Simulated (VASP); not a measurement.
Output of a VASP run:

### OSZICAR
```
       N       E                     dE             d eps       ncg     rms          rms(c)
DAV:   1     0.304040578462E+02    0.30404E+02   -0.51521E+03   928   0.118E+03
DAV:   2    -0.127516560779E+02   -0.43156E+02   -0.40821E+02   938   0.248E+02
DAV:   3    -0.149975395048E+02   -0.22459E+01   -0.20500E+01  1068   0.581E+01
DAV:   4    -0.150894275886E+02   -0.91888E-01   -0.65183E-01  1024   0.661E+00
DAV:   5    -0.150914621636E+02   -0.20346E-02   -0.20095E-02   938   0.697E-01    0.256E+01
DAV:   6    -0.145223606444E+02    0.56910E+00   -0.32219E+00   984   0.429E+01    0.101E+01
DAV:   7    -0.144896470131E+02    0.32714E-01   -0.19709E-01   954   0.837E+00    0.577E+00
DAV:   8    -0.144798822634E+02    0.97647E-02   -0.42045E-02  1044   0.491E+00    0.386E-01
DAV:   9    -0.144796976177E+02    0.18465E-03   -0.12127E-03   968   0.916E-01    0.243E-01
DAV:  10    -0.144797015094E+02   -0.38917E-05   -0.15385E-04   914   0.143E-01    0.300E-02
DAV:  11    -0.144796955814E+02    0.59279E-05   -0.98014E-06   918   0.847E-02    0.137E-02
DAV:  12    -0.144796956432E+02   -0.61765E-07   -0.18194E-07   404   0.104E-02
   1 F= -.14479696E+02 E0= -.14475895E+02  d E =-.760076E-02
```

OUTCAR:
```
------------------------ aborting loop because EDIFF is reached ----------------------------------------
  FORCE on cell =-STRESS in cart. coord.  units (eV):
  Direction    XX          YY          ZZ          XY          YZ          ZX
  --------------------------------------------------------------------------------------
  Total       -1.0982503     -1.0982503     -1.0982503      0.0000000      0.0000000     -0.0000000
  in kB      -56.9087616    -56.9087616    -56.9087616      0.0000000      0.0000000     -0.0000000
  external PRESSURE =     -56.9087616 kB  Pullay stress =       0.0000000 kB
  volume of cell :       30.92
      direct lattice vectors                 reciprocal lattice vectors
     0.000000000  2.491156000  2.491156000    -0.200710032  0.200710032  0.200710032
     2.491156000  0.000000000  2.491156000     0.200710032 -0.200710032  0.200710032
     2.491156000  2.491156000  0.000000000     0.200710032  0.200710032 -0.200710032
 POSITION                                       TOTAL-FORCE (eV/Angst)
 -----------------------------------------------------------------------------------
      0.00000      0.00000      0.00000         0.000000      0.000000      0.000000
      2.49116      2.49116      2.49116        -0.000000     -0.000000     -0.000000
 -----------------------------------------------------------------------------------
    total drift:                                0.000000     -0.000000     -0.000000
  FREE ENERGIE OF THE ION-ELECTRON SYSTEM (eV)
  ---------------------------------------------------
  free  energy   TOTEN  =       -14.4796956432 eV

  energy  without entropy=      -14.4720948794  energy(sigma->0) =      -14.47589526
```
(Selected blocks of OUTCAR.)

**POSCAR**
```
ReS
1
    0.0000000000     2.4911560000     2.4911560000
    2.4911560000     0.0000000000     2.4911560000
    2.4911560000     2.4911560000     0.0000000000
S Re
1 1
Direct
  0.0000000000   0.0000000000   0.0000000000
  0.5000000000   0.5000000000   0.5000000000
```

Problem. Reconstruct the remaining input files.

Solution. Several could match; the one computed here: the input of the run itself, PBE GGA, plane waves, VASP's PBE PAW potentials (set 64).

File KPOINTS:
```
kpoints
0
Gamma
 8 8 8
```

**INCAR**
```
ALGO  =  Normal
EDIFF  =  1E-6
ENCUT  =  400
GGA  =  PE
ISIF  =  2
ISMEAR  =  0
LASPH  =  .True.
LCHARG  =  .False.
LMAXMIX  =  6
LREAL  =  .False.
LWAVE  =  .False.
NELM  =  100
PREC  =  Accurate
SIGMA  =  0.05
SYSTEM  =  ReS
```

POTCAR, in this order: S Re (PBE.64 set). Program: vasp_std.

The structure was generated: ReS was put into the rocksalt type (Fm-3m), which need not be its known phase. The cell was not relaxed at this level. The electron count is odd and the run is not spin-polarised, which forces a metal.
